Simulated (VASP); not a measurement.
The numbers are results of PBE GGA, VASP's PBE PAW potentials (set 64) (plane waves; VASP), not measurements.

Input for VASP

**INCAR**
```
ENCUT=520   ! plane-wave cut-off (eV)
LREAL=.FALSE.   ! projection in real space or not
LWAVE=.FALSE.
ISMEAR=0
SIGMA=0.05
ICHARG=11
PREC=Accurate
LORBIT=11   ! lm-projected
LCHARG=.FALSE.
SYSTEM=SiO2
GGA=PE   ! PBE
ALGO=Normal
EDIFF=1E-7
LASPH=.TRUE.   ! aspherical one-centre terms
NELM=100
```

POSCAR:
```
SiO2
4.2330430
  1.0000000660   0.0000000000   0.0000000000
  0.0000000000   1.0000000660   0.0000000000
  0.0000000000   0.0000000000   0.6362636437
Si O
2 4
direct
  0.0000000000   0.0000000000   1.0000000000
  0.5000000000   0.5000000000   0.5000000000
  0.3068094868   0.3068094868   0.0000000000
  0.8068094868   0.1931905132   0.5000000000
  0.1931905132   0.8068094868   0.5000000000
  0.6931905132   0.6931905132   1.0000000000
```

KPOINTS:
```
k-points along high-symmetry lines
10
Line-mode
Reciprocal
  0.000000   0.000000   0.000000 ! GAMMA
  0.000000   0.500000   0.000000 ! X

  0.000000   0.500000   0.000000 ! X
  0.500000   0.500000   0.000000 ! M

  0.500000   0.500000   0.000000 ! M
  0.000000   0.000000   0.000000 ! GAMMA

  0.000000   0.000000   0.000000 ! GAMMA
  0.000000   0.000000   0.500000 ! Z

  0.000000   0.000000   0.500000 ! Z
  0.000000   0.500000   0.500000 ! R

  0.000000   0.500000   0.500000 ! R
  0.500000   0.500000   0.500000 ! A

  0.500000   0.500000   0.500000 ! A
  0.000000   0.000000   0.500000 ! Z

  0.000000   0.500000   0.000000 ! X
  0.000000   0.500000   0.500000 ! R

  0.500000   0.500000   0.000000 ! M
  0.500000   0.500000   0.500000 ! A
```

POTCAR, in this order: Si O (PBE.64 set). Program: vasp_std. Read from the step before: CHGCAR.

The run wrote:

OSZICAR:
```
       N       E                     dE             d eps       ncg     rms          rms(c)
DAV:   1     0.159840681100E+03    0.15984E+03   -0.17790E+04  3632   0.153E+03
DAV:   2    -0.386024362163E+02   -0.19844E+03   -0.18987E+03  4928   0.312E+02
DAV:   3    -0.456775544081E+02   -0.70751E+01   -0.70416E+01  4316   0.620E+01
DAV:   4    -0.457434776199E+02   -0.65923E-01   -0.65783E-01  4268   0.671E+00
DAV:   5    -0.457443890373E+02   -0.91142E-03   -0.91125E-03  4200   0.740E-01
DAV:   6    -0.457444119483E+02   -0.22911E-04   -0.22910E-04  4300   0.101E-01
DAV:   7    -0.457444126295E+02   -0.68129E-06   -0.68130E-06  4184   0.156E-02
DAV:   8    -0.457444126564E+02   -0.26872E-07   -0.26883E-07  3220   0.254E-03
   1 F= -.45744413E+02 E0= -.45744413E+02  d E =-.101119E-16
```

File OUTCAR:
```
 val. band max:        7.7420024828   @ k =   0.0000   0.0000   0.0000

 cond. band min:      12.7592729321   @ k =   0.0000   0.0000   0.0000



 k-point     1 :       0.0000    0.0000    0.0000
  band No.  band energies     occupation
      1     -14.4722      2.00000
      2     -11.0097      2.00000
      3     -11.0097      2.00000
      4     -10.8389      2.00000
      5      -2.8792      2.00000
      6       1.5093      2.00000
      7       1.5093      2.00000
      8       1.8089      2.00000
      9       2.5146      2.00000
     10       2.7890      2.00000
     11       4.7118      2.00000
     12       4.7118      2.00000
     13       5.2369      2.00000
     14       6.8916      2.00000
     15       6.8916      2.00000
     16       7.7420      2.00000
     17      12.7593      0.00000
     18      14.3265      0.00000
     19      16.0070      0.00000
     20      16.0070      0.00000

 k-point     2 :       0.0000    0.0556    0.0000
  band No.  band energies     occupation
      1     -14.4567      2.00000
      2     -11.1576      2.00000
      3     -11.0019      2.00000
      4     -10.7238      2.00000
      5      -2.8569      2.00000
      6       1.3931      2.00000
      7       1.5035      2.00000
      8       1.8776      2.00000
      9       2.5264      2.00000
     10       2.8878      2.00000
     11       4.6765      2.00000
     12       4.7184      2.00000
     13       5.2489      2.00000
     14       6.8200      2.00000
     15       6.8860      2.00000
     16       7.7183      2.00000
     17      12.8157      0.00000
     18      14.3520      0.00000
     19      16.0105      0.00000
     20      16.0153      0.00000

 k-point     3 :       0.0000    0.1111    0.0000
  band No.  band energies     occupation
      1     -14.4104      2.00000
      2     -11.3922      2.00000
      3     -10.9789      2.00000
      4     -10.5867      2.00000
      5      -2.7906      2.00000
      6       1.1174      2.00000
...
```

The density is held fixed in this step, so its total energy and stress have no physical meaning.

The compound is SiO2 in the rutile structure, stishovite, a high-pressure form. It was relaxed first.
